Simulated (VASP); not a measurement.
VASP ran on this input.

**INCAR**
```
SYSTEM = K
PREC = Accurate
ENCUT = 400
EDIFF = 1E-6
NELM = 100
ALGO = Normal
LREAL = .FALSE.
LASPH = .TRUE.
ISMEAR = 1
SIGMA = 0.1
GGA = PE
LWAVE = .FALSE.
LCHARG = .FALSE.
ISIF = 2
LEPSILON = .TRUE.
```

### POSCAR
```
K
1
   -2.6400000000     2.6400000000     2.6400000000
    2.6400000000    -2.6400000000     2.6400000000
    2.6400000000     2.6400000000    -2.6400000000
K
1
Direct
  0.0000000000   0.0000000000   0.0000000000
```

### KPOINTS
```
Automatic mesh
0
Gamma
8 8 8
0 0 0
```

POTCAR, in this order: K_sv (PBE.64 set). Program: vasp_std.

The run wrote:

### standard output
```
...
RMM:   1    -0.676178643399E-01   -0.67618E-01   -0.10307E-01  1003   0.303E+00
RMM:   2    -0.703148556926E-01   -0.26970E-02   -0.11401E-02  1015   0.544E-01
RMM:   3    -0.710309773800E-01   -0.71612E-03   -0.17507E-03  1089   0.178E-01
RMM:   4    -0.710764260582E-01   -0.45449E-04   -0.73663E-05   943   0.335E-02
RMM:   5    -0.710798965998E-01   -0.34705E-05   -0.10910E-05  1000   0.117E-02
RMM:   6    -0.710805625832E-01   -0.66598E-06   -0.38911E-06   945   0.409E-03
 change of polarisation eV/A/(eV/A) component  3 :    -0.006     0.026     0.142
 dielectric tensor                  component  3 :    -0.015     0.064     1.350
 Linear response to external field, progress :
  Direction:   1
       N       E                     dE             d eps       ncg     rms          rms(c)
RMM:   1    -0.723634035470E-01   -0.72363E-01   -0.13419E-01  2028   0.303E+00
RMM:   2    -0.755396766143E-01   -0.31763E-02   -0.10983E-02  2066   0.569E-01    0.556E-01
RMM:   3    -0.632958216461E-01    0.12244E-01   -0.23101E-02  1665   0.125E+00    0.198E-01
RMM:   4    -0.635602284343E-01   -0.26441E-03   -0.96257E-03  1864   0.715E-01    0.764E-02
RMM:   5    -0.641781254719E-01   -0.61790E-03   -0.16153E-03  2026   0.225E-01    0.220E-02
RMM:   6    -0.643386336576E-01   -0.16051E-03   -0.20563E-04  2090   0.696E-02    0.184E-02
RMM:   7    -0.644926750283E-01   -0.15404E-03   -0.40275E-05  1921   0.323E-02    0.174E-02
RMM:   8    -0.643889939393E-01    0.10368E-03   -0.13705E-05  2034   0.209E-02    0.321E-03
RMM:   9    -0.643926304058E-01   -0.36365E-05   -0.32324E-06  2084   0.717E-03    0.300E-03
RMM:  10    -0.644060241759E-01   -0.13394E-04    0.10467E-09  1910   0.306E-03    0.886E-04
RMM:  11    -0.644091216046E-01   -0.30974E-05   -0.59969E-07  1802   0.189E-03    0.798E-05
RMM:  12    -0.644090314208E-01    0.90184E-07    0.54182E-08  1322   0.778E-04    0.591E-05
 change of polarisation eV/A/(eV/A) component  1 :     0.123    -0.008     0.006
 dielectric tensor                  component  1 :     1.303    -0.021     0.016
 Linear response to external field, progress :
  Direction:   2
       N       E                     dE             d eps       ncg     rms          rms(c)
RMM:   1    -0.723603354909E-01   -0.72360E-01   -0.13416E-01  2025   0.303E+00
RMM:   2    -0.755394095756E-01   -0.31791E-02   -0.10980E-02  2069   0.569E-01    0.556E-01
RMM:   3    -0.632955413604E-01    0.12244E-01   -0.23052E-02  1661   0.125E+00    0.198E-01
RMM:   4    -0.635603512404E-01   -0.26481E-03   -0.96122E-03  1863   0.715E-01    0.764E-02
RMM:   5    -0.641783305939E-01   -0.61798E-03   -0.16118E-03  2029   0.225E-01    0.221E-02
RMM:   6    -0.643388667838E-01   -0.16054E-03   -0.23249E-04  2092   0.693E-02    0.184E-02
RMM:   7    -0.644934828914E-01   -0.15462E-03   -0.43549E-05  1915   0.321E-02    0.175E-02
RMM:   8    -0.643894672681E-01    0.10402E-03   -0.14169E-05  2043   0.208E-02    0.316E-03
RMM:   9    -0.643929624774E-01   -0.34952E-05   -0.28239E-06  2093   0.713E-03    0.296E-03
RMM:  10    -0.644055120525E-01   -0.12550E-04   -0.19757E-06  1894   0.303E-03    0.101E-03
RMM:  11    -0.644093041512E-01   -0.37921E-05   -0.89351E-07  1804   0.186E-03    0.740E-05
RMM:  12    -0.644091714208E-01    0.13273E-06   -0.40220E-07  1330   0.774E-04    0.520E-05
 change of polarisation eV/A/(eV/A) component  2 :    -0.009     0.123     0.007
 dielectric tensor                  component  2 :    -0.021     1.303     0.016
 Linear response to external field, progress :
  Direction:   3
       N       E                     dE             d eps       ncg     rms          rms(c)
RMM:   1    -0.723598238318E-01   -0.72360E-01   -0.13416E-01  2030   0.303E+00
RMM:   2    -0.755399266766E-01   -0.31801E-02   -0.10984E-02  2062   0.568E-01    0.556E-01
RMM:   3    -0.632960934962E-01    0.12244E-01   -0.23063E-02  1660   0.125E+00    0.198E-01
RMM:   4    -0.635598023459E-01   -0.26371E-03   -0.96023E-03  1860   0.715E-01    0.764E-02
RMM:   5    -0.641786344640E-01   -0.61883E-03   -0.16085E-03  2021   0.224E-01    0.220E-02
RMM:   6    -0.643392989284E-01   -0.16066E-03   -0.21592E-04  2083   0.691E-02    0.184E-02
RMM:   7    -0.644933494984E-01   -0.15405E-03   -0.43340E-05  1922   0.320E-02    0.175E-02
RMM:   8    -0.643893235967E-01    0.10403E-03   -0.12269E-05  2039   0.207E-02    0.314E-03
RMM:   9    -0.643929370872E-01   -0.36135E-05   -0.17304E-06  2091   0.713E-03    0.291E-03
RMM:  10    -0.644058886604E-01   -0.12952E-04   -0.17110E-06  1907   0.308E-03    0.916E-04
RMM:  11    -0.644091993037E-01   -0.33106E-05   -0.72807E-08  1788   0.180E-03    0.874E-05
RMM:  12    -0.644090589255E-01    0.14038E-06   -0.28388E-07  1328   0.752E-04    0.595E-05
 change of polarisation eV/A/(eV/A) component  3 :    -0.002    -0.000     0.123
 dielectric tensor                  component  3 :    -0.004    -0.001     1.303
 Born effective charges drift removed
```

**OUTCAR**
```
------------------------ aborting loop because EDIFF is reached ----------------------------------------

 HEAD OF MICROSCOPIC STATIC DIELECTRIC TENSOR (INDEPENDENT PARTICLE, excluding Hartree and local field effects)
 ------------------------------------------------------
           1.375316     0.000000     0.000000
           0.000000     1.375316     0.000000
           0.000000    -0.000000     1.375316
 ------------------------------------------------------

 MACROSCOPIC STATIC DIELECTRIC TENSOR (including local field effects in DFT)
 ------------------------------------------------------
           1.302687    -0.000000     0.000000
          -0.000000     1.302687     0.000000
           0.000000     0.000000     1.302687
 ------------------------------------------------------

 PIEZOELECTRIC TENSOR (including local field effects)  for field in x, y, z        (e  Angst)
          XX          YY          ZZ          XY          YZ          ZX
  --------------------------------------------------------------------------------
  x     0.00000     0.00000     0.00000     0.00000     0.00000     0.00000
  y     0.00000     0.00000     0.00000     0.00000     0.00000     0.00000
  z     0.00000     0.00000     0.00000     0.00000     0.00000     0.00000

 PIEZOELECTRIC TENSOR (including local field effects)  for field in x, y, z        (C/m^2)
          XX          YY          ZZ          XY          YZ          ZX
  --------------------------------------------------------------------------------
  x     0.00000     0.00000     0.00000     0.00000     0.00000     0.00000
  y     0.00000     0.00000     0.00000     0.00000     0.00000     0.00000
  z     0.00000     0.00000     0.00000     0.00000     0.00000     0.00000

 BORN EFFECTIVE CHARGES (including local field effects) (in |e|, cummulative output)
 ---------------------------------------------------------------------------------
 ion    1
    1     0.00000     0.00000     0.00000
    2     0.00000     0.00000     0.00000
    3     0.00000     0.00000     0.00000
```
(Selected blocks of OUTCAR.)

Task: The run ends quietly. Is anything wrong with it?

Result: The cause: LEPSILON was set for a metal. The run ends without an error. Against the sound run, the energy per atom (σ→0) stays essentially unchanged; the pressure stays essentially unchanged. To mend it, drop LEPSILON, since a metal has no finite static dielectric tensor or Born charges. The plain static run on this cell (PBE GGA, plane waves, VASP's PBE PAW potentials (set 64)) converges, and its OSZICAR ends with
```
   1 F= -.10402088E+01 E0= -.10400093E+01  d E =-.598409E-03
```

The compound is K in the bcc structure. The cell was not relaxed at this level.
